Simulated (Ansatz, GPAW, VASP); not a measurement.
One calculation of Ba2Tl5V3O12, 4 ways

```
CELL_PARAMETERS angstrom
8.15421 0.00000 0.00000
-4.07711 7.06176 0.00000
0.00000 0.00000 6.92128
ATOMIC_POSITIONS crystal
Ba 0.00588 0.00536 0.23803
Ba 0.00354 0.99836 0.76413
V 0.48995 0.99390 0.99729
V 0.99751 0.50571 0.00681
V 0.50087 0.50322 0.00441
Tl 0.49781 0.99595 0.50604
Tl 0.00632 0.50894 0.49784
Tl 0.50655 0.50040 0.50118
Tl 0.34101 0.67032 0.22615
Tl 0.66878 0.33383 0.77217
O 0.33262 0.34130 0.81252
O 0.66165 0.00216 0.81782
O 0.99316 0.65692 0.81654
O 0.34039 0.33616 0.19282
O 0.99479 0.65331 0.19248
O 0.66704 0.00542 0.18666
O 0.65248 0.65221 0.18984
O 0.34137 0.00411 0.18756
O 0.99733 0.34627 0.18769
O 0.65680 0.66327 0.81534
O 0.00130 0.34274 0.81416
O 0.33620 0.99479 0.82001
```

The cell comes from a database or a generator and needn't be the stable form of this composition.

Atoms were shifted at random by some hundredths of an Å from the given cell, which wasn't relaxed again for these runs.

Alike in all runs: task single point; functional PBE; k mesh 4 × 4 × 4; occupations fermi-dirac, width 0.05 eV; collinear spin, ferromagnetic start; no spin-orbit coupling. A missing gap at this level doesn't show that the real crystal is a metal. Pressure is positive in compression and, in plane waves, holds the error of the finite cutoff, which Ansatz's Pulay term estimates and takes out.

```csv
program and potentials,plane-wave cutoff (eV),notes,band gap (eV),pressure (GPa),net moment per atom (μB),largest force (eV/Å)
"Ansatz, Ansatz PAW",420,Pulay term of +0.38 GPa included,no gap,0.07,0.00,1.324
"GPAW, GPAW PAW data sets (gpaw-data 1.2.1)",800,-,no gap,0.63,0.00,1.390
"Ansatz, all-electron LAPW, scalar-relativistic",-,-,no gap,0.09,0.00,1.328
"VASP, PBE PAW files Ba_sv, O, Tl_d, V_sv, 520 eV",520,-,no gap,0.64,0.00,1.380
```

Force on atom 5 (V), eV/Å:

```json
{"program and potentials": "Ansatz, Ansatz PAW", "x": "-0.055", "y": "-0.728", "z": "-1.105"}
{"program and potentials": "GPAW, GPAW PAW data sets (gpaw-data 1.2.1)", "x": "-0.083", "y": "-0.779", "z": "-1.149"}
{"program and potentials": "Ansatz, all-electron LAPW, scalar-relativistic", "x": "-0.058", "y": "-0.732", "z": "-1.107"}
{"program and potentials": "VASP, PBE PAW files Ba_sv, O, Tl_d, V_sv, 520 eV", "x": "-0.080", "y": "-0.771", "z": "-1.142"}
```

None finds a gap. The pressure spans 0.07 (Ansatz, Ansatz PAW) to 0.64 GPa (VASP, PBE PAW files Ba_sv, O, Tl_d, V_sv, 520 eV), with all-electron results at 0.09. All agree on the net moment per atom. The state is the one that the start led to, which needn't be the lowest.

Differences between rows come from potentials, basis sets and numerical settings, since the functional is the same but for its coding. Runs on potential files found faulty are left out.
